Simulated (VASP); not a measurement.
Cu:

```
Cu
1.0
     0.00000    1.80750    1.80750
     1.80750    0.00000    1.80750
     1.80750    1.80750    0.00000
Cu
1
Direct
  0.00000 0.00000 0.00000
```

```yaml
Program: VASP 6.6.1
Task: relaxation of cell and atoms
Functional: PBEsol
Potentials_or_basis: VASP PAW PBE potentials, release 64 (Cu)
Cutoff: 600 eV
k_mesh: 18 × 18 × 18
Occupations: methfessel-paxton, width 0.1 eV
Spin: no spin polarisation
```

At the start: pressure -5.6 GPa; volume 11.81 Å³/atom.

Q: Where does the relaxation end?

A: Over 3 steps the energy falls by 8.0 meV/atom and the volume is 11.37 Å³/atom (-3.7 %); space group Fm-3m (No. 225, to 0.05 Å).

The path:
```csv
step,energy change (eV),largest force (eV/Å),pressure (GPa),volume (Å³)
1,0.0000,0.0000,-5.61,11.81
2,-0.0049,0.0000,3.95,11.12
3,-0.0080,0.0000,0.03,11.37
```

Final structure:
```
Cu
1.0
     0.00000    1.78486    1.78486
     1.78486    0.00000    1.78486
     1.78486    1.78486    0.00000
Cu
1
Direct
  0.00000 0.00000 0.00000
```

Caveat: the PAW data sets were made with another functional, which shifts forces and pressure a little.
